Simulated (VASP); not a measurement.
Output of a VASP run:

OUTCAR:
```
 ion  position               nearest neighbor table
   1  0.750  0.250  0.269-   2 2.90   2 2.90
   2  0.250  0.750  0.731-   1 2.90   1 2.90
   3  0.250  0.250  0.000-
   4  0.750  0.750  0.000-
  LATTYP: Found a base centered orthorhombic cell.
 ALAT       =     3.7084460000
 B/A-ratio  =     1.2968704411
 C/A-ratio  =     1.3017015753
 Subroutine PRICEL returns:
 Original cell was already a primitive cell.
 Subroutine GETGRP returns: Found  8 space group operations
The static configuration has the point symmetry C_2h.
 The point group associated with its full space group is D_2h.
The dynamic configuration has the point symmetry C_2h.
 Subroutine INISYM returns: Found  8 space group operations
 Subroutine IBZKPT returns following result:
 Found    144 irreducible k-points:

 Following reciprocal coordinates:
            Coordinates               Weight
  0.000000  0.000000  0.000000      1.000000
  0.090909  0.000000  0.000000      4.000000
  0.181818  0.000000  0.000000      4.000000
  0.272727  0.000000  0.000000      4.000000
  0.363636  0.000000  0.000000      4.000000
  0.454545  0.000000  0.000000      4.000000
  0.090909  0.090909  0.000000      2.000000
  0.181818  0.090909  0.000000      4.000000
  0.272727  0.090909  0.000000      4.000000
  0.363636  0.090909  0.000000      4.000000
  0.454545  0.090909  0.000000      4.000000
 -0.454545  0.090909  0.000000      4.000000
 -0.363636  0.090909  0.000000      4.000000
 -0.272727  0.090909  0.000000      4.000000
 -0.181818  0.090909  0.000000      4.000000
 -0.090909  0.090909  0.000000      2.000000
  0.181818  0.181818  0.000000      2.000000
  0.272727  0.181818  0.000000      4.000000
  0.363636  0.181818  0.000000      4.000000
  0.454545  0.181818  0.000000      4.000000
 -0.454545  0.181818  0.000000      4.000000
 -0.363636  0.181818  0.000000      4.000000
 -0.272727  0.181818  0.000000      4.000000
 -0.181818  0.181818  0.000000      2.000000
  0.272727  0.272727  0.000000      2.000000
  0.363636  0.272727  0.000000      4.000000
  0.454545  0.272727  0.000000      4.000000
 -0.454545  0.272727  0.000000      4.000000
 -0.363636  0.272727  0.000000      4.000000
 -0.272727  0.272727  0.000000      2.000000
  0.363636  0.363636  0.000000      2.000000
  0.454545  0.363636  0.000000      4.000000
 -0.454545  0.363636  0.000000      4.000000
 -0.363636  0.363636  0.000000      2.000000
  0.454545  0.454545  0.000000      2.000000
 -0.454545  0.454545  0.000000      2.000000
  0.000000  0.000000  0.142857      2.000000
  0.090909  0.000000  0.142857      8.000000
  0.181818  0.000000  0.142857      8.000000
  0.272727  0.000000  0.142857      8.000000
   k-points           NKPTS =    144   k-points in BZ     NKDIM =    144   number of bands    NBANDS=     18
   number of dos      NEDOS =    301   number of ions     NIONS =      4
   total plane-waves  NPLWV =   9072
   dimension x,y,z NGX =    18 NGY =   18 NGZ =   28
   dimension x,y,z NGXF=    36 NGYF=   36 NGZF=   56
   ions per type =               2   2
   PREC   = accura    normal or accurate (medium, high low for compatibility)
   ISTART =      0    job   : 0-new  1-cont  2-samecut
   ICHARG =      2    charge: 1-file 2-atom 10-const
   ISPIN  =      1    spin polarized calculation?
   LNONCOLLINEAR =      F non collinear calculations
   LSORBIT =      F    spin-orbit coupling
   INIWAV =      1    electr: 0-lowe 1-rand  2-diag
   ENCUT  =  300.0 eV  22.05 Ry    4.70 a.u.   4.29  4.29  6.82*2*pi/ulx,y,z
   NELM   =    100;   NELMIN=  2; NELMDL= -5     # of ELM steps
   EDIFF  = 0.1E-05   stopping-criterion for ELM
   LREAL  =      F    real-space projection
   NLSPLINE    = F    spline interpolate recip. space projectors
   LMAXMIX     =    4 max onsite mixed and CHGCAR
...
```

OSZICAR:
```
...
DAV:   2    -0.304124595533E+02    0.96883E-02   -0.60997E-02  6384   0.280E+00    0.454E-01
DAV:   3    -0.304072603704E+02    0.51992E-02   -0.17899E-02  8578   0.134E+00    0.106E-01
DAV:   4    -0.304072452484E+02    0.15122E-04   -0.87508E-04  6556   0.308E-01    0.567E-02
DAV:   5    -0.304072510328E+02   -0.57844E-05   -0.12557E-04  9382   0.960E-02    0.159E-02
DAV:   6    -0.304072495288E+02    0.15041E-05   -0.23843E-05  6830   0.468E-02    0.567E-03
DAV:   7    -0.304072495773E+02   -0.48542E-07   -0.19852E-06  4618   0.148E-02
   6 F= -.30407250E+02 E0= -.30402319E+02  d E =-.628255E-02
       N       E                     dE             d eps       ncg     rms          rms(c)
DAV:   1    -0.304074084273E+02   -0.15890E-03   -0.58800E-01  6720   0.885E+00    0.354E-01
DAV:   2    -0.304083786640E+02   -0.97024E-03   -0.39712E-02  5990   0.194E+00    0.158E-01
DAV:   3    -0.304079318018E+02    0.44686E-03   -0.27150E-03  8724   0.541E-01    0.667E-02
DAV:   4    -0.304079102182E+02    0.21584E-04   -0.28928E-04  9244   0.140E-01    0.358E-02
DAV:   5    -0.304079190035E+02   -0.87853E-05   -0.34969E-05  7348   0.462E-02    0.141E-02
DAV:   6    -0.304079209393E+02   -0.19358E-05   -0.11922E-05  8274   0.259E-02    0.437E-03
DAV:   7    -0.304079209003E+02    0.39001E-07   -0.68766E-07  3650   0.995E-03
   7 F= -.30407921E+02 E0= -.30402933E+02  d E =-.671323E-03
       N       E                     dE             d eps       ncg     rms          rms(c)
DAV:   1    -0.304080072614E+02   -0.86322E-04   -0.43383E-02  7050   0.240E+00    0.958E-02
DAV:   2    -0.304080603064E+02   -0.53045E-04   -0.26959E-03  5962   0.503E-01    0.435E-02
DAV:   3    -0.304080264294E+02    0.33877E-04   -0.22263E-04  8924   0.153E-01    0.181E-02
DAV:   4    -0.304080259073E+02    0.52202E-06   -0.15591E-05  8420   0.318E-02    0.103E-02
DAV:   5    -0.304080265280E+02   -0.62067E-06   -0.20540E-06  4614   0.114E-02
   8 F= -.30408027E+02 E0= -.30403047E+02  d E =-.776951E-03
       N       E                     dE             d eps       ncg     rms          rms(c)
DAV:   1    -0.304085163112E+02   -0.49040E-03   -0.23971E-02  6630   0.205E+00    0.186E-01
DAV:   2    -0.304081138171E+02    0.40249E-03   -0.25911E-03  8066   0.581E-01    0.722E-02
DAV:   3    -0.304080034160E+02    0.11040E-03   -0.45486E-04  9922   0.210E-01    0.310E-02
DAV:   4    -0.304080116794E+02   -0.82634E-05   -0.56455E-05  8926   0.371E-02    0.151E-02
DAV:   5    -0.304080177656E+02   -0.60862E-05   -0.16284E-05  9812   0.261E-02    0.105E-02
DAV:   6    -0.304080200538E+02   -0.22882E-05   -0.31645E-06  5152   0.127E-02    0.132E-03
DAV:   7    -0.304080201230E+02   -0.69161E-07   -0.55707E-07  2884   0.777E-03
   9 F= -.30408020E+02 E0= -.30403041E+02  d E =0.640505E-05
       N       E                     dE             d eps       ncg     rms          rms(c)
DAV:   1    -0.304081979195E+02   -0.17787E-03   -0.75158E-03  6632   0.115E+00    0.104E-01
DAV:   2    -0.304080733245E+02    0.12459E-03   -0.83532E-04  8210   0.329E-01    0.418E-02
DAV:   3    -0.304080372107E+02    0.36114E-04   -0.14518E-04  9984   0.118E-01    0.174E-02
DAV:   4    -0.304080396869E+02   -0.24762E-05   -0.17430E-05  7694   0.206E-02    0.834E-03
DAV:   5    -0.304080415735E+02   -0.18865E-05   -0.60737E-06  7750   0.168E-02    0.581E-03
DAV:   6    -0.304080422451E+02   -0.67170E-06   -0.13965E-06  3566   0.749E-03
  10 F= -.30408042E+02 E0= -.30403063E+02  d E =-.157171E-04
```

### OUTCAR
```
------------------------ aborting loop because EDIFF is reached ----------------------------------------
  FORCE on cell =-STRESS in cart. coord.  units (eV):
  Direction    XX          YY          ZZ          XY          YZ          ZX
  --------------------------------------------------------------------------------------
  Total        0.0075981      0.0177990     -0.0097326      0.0000000     -0.0000000      0.0000000
  in kB        0.3064742      0.7179384     -0.3925734      0.0000000     -0.0000000      0.0000000
  external PRESSURE =       0.2106131 kB  Pullay stress =       0.0000000 kB
  volume of cell :       39.72
      direct lattice vectors                 reciprocal lattice vectors
     1.774099616 -2.359990136 -0.000000000     0.281833103 -0.211865292  0.000000000
     1.774099616  2.359990136  0.000000000     0.281833103  0.211865292 -0.000000000
     0.000000000  0.000000000  4.743526695     0.000000000 -0.000000000  0.210813613
 POSITION                                       TOTAL-FORCE (eV/Angst)
 -----------------------------------------------------------------------------------
      1.77410     -1.18000      1.27257         0.000000     -0.000000     -0.001204
      1.77410      1.18000      3.47096        -0.000000      0.000000      0.001204
      0.88705      0.00000      0.00000         0.000000      0.000000     -0.000000
      2.66115      0.00000      0.00000         0.000000     -0.000000      0.000000
 -----------------------------------------------------------------------------------
    total drift:                                0.000000      0.000000      0.000000
  FREE ENERGIE OF THE ION-ELECTRON SYSTEM (eV)
  ---------------------------------------------------
  free  energy   TOTEN  =       -30.4080422451 eV

  energy  without entropy=      -30.3980833498  energy(sigma->0) =      -30.40306280

 reached required accuracy - stopping structural energy minimisation
```
(Selected blocks of OUTCAR.)

### POSCAR
```
NbH
1
    1.8542230000    -2.4046870000     0.0000000000
    1.8542230000     2.4046870000     0.0000000000
    0.0000000000     0.0000000000     4.8272900000
Nb H
2 2
Direct
  0.7500000000   0.2500000000   0.2688400000
  0.2500000000   0.7500000000   0.7311600000
  0.2500000000   0.2500000000   0.0000000000
  0.7500000000   0.7500000000   0.0000000000
```

Task: Write an INCAR and KPOINTS that could have produced this output.

Result: This is not unique; one that fits is the input of the run itself, LDA (Ceperley-Alder, Perdew-Zunger), plane waves, VASP's LDA PAW potentials (set 64).

### INCAR
```
SYSTEM = NbH
PREC = Accurate
ENCUT = 300
EDIFF = 1E-6
NELM = 100
ALGO = Normal
LREAL = .FALSE.
LASPH = .TRUE.
ISMEAR = 0
SIGMA = 0.136
LMAXMIX = 4
LWAVE = .FALSE.
LCHARG = .FALSE.
ISIF = 3
IBRION = 2
NSW = 50
EDIFFG = -0.01
```

File KPOINTS:
```
Automatic mesh
0
G
  11 11 7
```

POTCAR, in this order: Nb_sv H (LDA.64 set). Program: vasp_std.

At this cut-off the stress carries a Pulay error, which pulls relaxed volumes low. Energy and stress use the plane-wave basis of the starting cell.

The structure comes from a computed database's NbH entry (Cmme); how it stands against other phases isn't given here. This run relaxes it. Symmetry was kept, so distortions that lower it aren't found. The run is one of a series of settings (EDIFFG = -0.01, IBRION = 2, ISIF = 3, NSW = 50 against the base run), some of them coarse on purpose.
